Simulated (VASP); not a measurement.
A run of VASP 6.6.1 is set up as follows.

File POSCAR:

```
AlCl
1.0
    0.0000000000      2.8486347600      2.8486347600
    2.8486347600      0.0000000000      2.8486347600
    2.8486347600      2.8486347600      0.0000000000
Al Cl
1 1
Direct
    0.5000000000      0.5000000000      0.5000000000
    0.0000000000      0.0000000000      0.0000000000
```

File INCAR.step1:

```
SYSTEM = AlCl
ALGO = Normal ; EDIFF = 1E-5
ENCUT = 520 ; GGA = PE
ISIF = 2 ; ISMEAR = -1
LASPH = .True. ; LCHARG = .False.
LREAL = .False. ; LWAVE = .True.
NBANDS = 12 ; NELM = 100
PREC = Accurate ; SIGMA = 0.05
```

INCAR.step2

```
SYSTEM = AlCl
AEXX = 0.2 ; ALGO = Normal
EDIFF = 1E-6 ; ENCUT = 520
GGA = PE ; HFSCREEN = 0.2
ISIF = 2 ; ISMEAR = -1
ISTART = 1 ; LASPH = .True.
LCHARG = .False. ; LHFCALC = .True.
LREAL = .False. ; LWAVE = .False.
NBANDS = 12 ; NELM = 100
PREC = Accurate ; PRECFOCK = Fast
SIGMA = 0.05
```

Contents of KPOINTS:

```
k-points
0
Gamma
  4 4 4
  0 0 0
```

Potentials or basis: VASP PAW PBE potentials, release 64 (Al, Cl).

Launch:

```bash
$ cat potpaw_PBE.64/Al/POTCAR potpaw_PBE.64/Cl/POTCAR > POTCAR
$ cp INCAR.step1 INCAR
$ mpirun -np 1 vasp_std > vasp.out
$ cp INCAR.step2 INCAR
$ mpirun -np 1 vasp_std > vasp.out
```

Question: What does it give for the band gap on the k mesh?

Answer: 0.26 eV, direct.

Question: Predict the pressure.

Answer: 4.6 GPa.

Caveat: the k mesh is coarse (spacing up to 0.48 Å⁻¹), so the values aren't converged, least of all with exact exchange; the PAW data sets were made with another functional, which shifts forces and pressure a little. A k mesh can miss the band edges.
